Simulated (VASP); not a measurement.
Calculation: PBEsol GGA, VASP's PBE PAW potentials (set 64) (plane waves; VASP).

VASP input:

### KPOINTS
```
kpoints
0
Gamma
  3 3 3
0 0 0
```

**POSCAR**
```
Zr2Al
1
   -3.4032470000     3.4032470000     2.6726530000
    3.4032470000    -3.4032470000     2.6726530000
    3.4032470000     3.4032470000    -2.6726530000
Zr Al
4 2
Direct
  0.3486000000   0.1514000000   0.5000000000
  0.6514000000   0.8486000000   0.5000000000
  0.1514000000   0.6514000000   0.8028000000
  0.8486000000   0.3486000000   0.1972000000
  0.2500000000   0.2500000000   0.0000000000
  0.7500000000   0.7500000000   0.0000000000
```

**INCAR**
```
SYSTEM = Zr2Al
GGA = PS   ! PBEsol
LCHARG = .FALSE.
EDIFF = 1E-6   ! SCF stop (eV)
ISIF = 2   ! forces and stress, cell fixed
LREAL = .FALSE.   ! projection in real space or not
NELM = 100
SIGMA = 0.1   ! width (eV)
ALGO = Normal   ! blocked Davidson
ISMEAR = 0   ! Gaussian
LWAVE = .FALSE.
PREC = Accurate
ENCUT = 300
LASPH = .TRUE.   ! aspherical one-centre terms
LMAXMIX = 4   ! l cut-off of mixed one-centre charges
```

POTCAR, in this order: Zr_sv Al (PBE.64 set). Program: vasp_std.

Output

OSZICAR:
```
       N       E                     dE             d eps       ncg     rms          rms(c)
DAV:   1     0.340492717223E+03    0.34049E+03   -0.21806E+04   424   0.109E+03
DAV:   2    -0.141468963616E+02   -0.35464E+03   -0.35007E+03   448   0.359E+02
DAV:   3    -0.476286868587E+02   -0.33482E+02   -0.33182E+02   656   0.700E+01
DAV:   4    -0.496020907193E+02   -0.19734E+01   -0.19655E+01   552   0.182E+01
DAV:   5    -0.496625775694E+02   -0.60487E-01   -0.60469E-01   576   0.296E+00    0.224E+01
DAV:   6    -0.467134757485E+02    0.29491E+01   -0.93549E+00   400   0.136E+01    0.807E+00
DAV:   7    -0.464816597223E+02    0.23182E+00   -0.18918E+00   616   0.605E+00    0.219E+00
DAV:   8    -0.464648806560E+02    0.16779E-01   -0.16092E-01   544   0.169E+00    0.101E+00
DAV:   9    -0.464628750130E+02    0.20056E-02   -0.23689E-02   488   0.842E-01    0.351E-01
DAV:  10    -0.464625110862E+02    0.36393E-03   -0.46422E-03   512   0.372E-01    0.466E-02
DAV:  11    -0.464625184697E+02   -0.73835E-05   -0.20169E-04   528   0.736E-02    0.282E-02
DAV:  12    -0.464625145431E+02    0.39265E-05   -0.12101E-05   504   0.173E-02    0.670E-03
DAV:  13    -0.464625156373E+02   -0.10942E-05   -0.32424E-06   400   0.108E-02    0.215E-03
DAV:  14    -0.464625153580E+02    0.27936E-06   -0.17104E-07   328   0.279E-03
   1 F= -.46462515E+02 E0= -.46453345E+02  d E =-.183411E-01
```

### OUTCAR
```
------------------------ aborting loop because EDIFF is reached ----------------------------------------
  FORCE on cell =-STRESS in cart. coord.  units (eV):
  Direction    XX          YY          ZZ          XY          YZ          ZX
  --------------------------------------------------------------------------------------
  Total       -0.9417450     -0.9417450     -1.7839086      0.0000000     -0.0000000      0.0000000
  in kB      -12.1858100    -12.1858100    -23.0830754      0.0000000     -0.0000000      0.0000000
  external PRESSURE =     -15.8182318 kB  Pullay stress =       0.0000000 kB
  volume of cell :      123.82
      direct lattice vectors                 reciprocal lattice vectors
    -3.403247000  3.403247000  2.672653000     0.000000000  0.146918516  0.187080029
     3.403247000 -3.403247000  2.672653000     0.146918516  0.000000000  0.187080029
     3.403247000  3.403247000 -2.672653000     0.146918516  0.146918516  0.000000000
 POSITION                                       TOTAL-FORCE (eV/Angst)
 -----------------------------------------------------------------------------------
      1.03050      2.37274      0.00000         0.084706     -0.084706      0.000000
      2.37274      1.03050      2.67265        -0.084706      0.084706      0.000000
      4.43375      1.03050      0.00000         0.084706      0.084706     -0.000000
     -1.03050      2.37274      2.67265        -0.084706     -0.084706     -0.000000
      0.00000      0.00000      1.33633         0.000000      0.000000      0.000000
      0.00000      0.00000      4.00898         0.000000     -0.000000      0.000000
 -----------------------------------------------------------------------------------
    total drift:                               -0.000000      0.000000      0.000000
  FREE ENERGIE OF THE ION-ELECTRON SYSTEM (eV)
  ---------------------------------------------------
  free  energy   TOTEN  =       -46.4625153580 eV

  energy  without entropy=      -46.4441743052  energy(sigma->0) =      -46.45334483
```
(Selected blocks of OUTCAR.)

At this cut-off the stress carries a Pulay error, which pulls relaxed volumes low.

The structure comes from a computed database's Zr2Al entry (I4/mcm); how it stands against other phases isn't given here. The cell was not relaxed at this level. The k-mesh is coarse (spacing up to 0.50 per Å, 2π included), so the numbers may not be converged in it. The run is one of a series of settings (KPOINTS 3×3×3 Γ-centred mesh against the base run), some of them coarse on purpose.
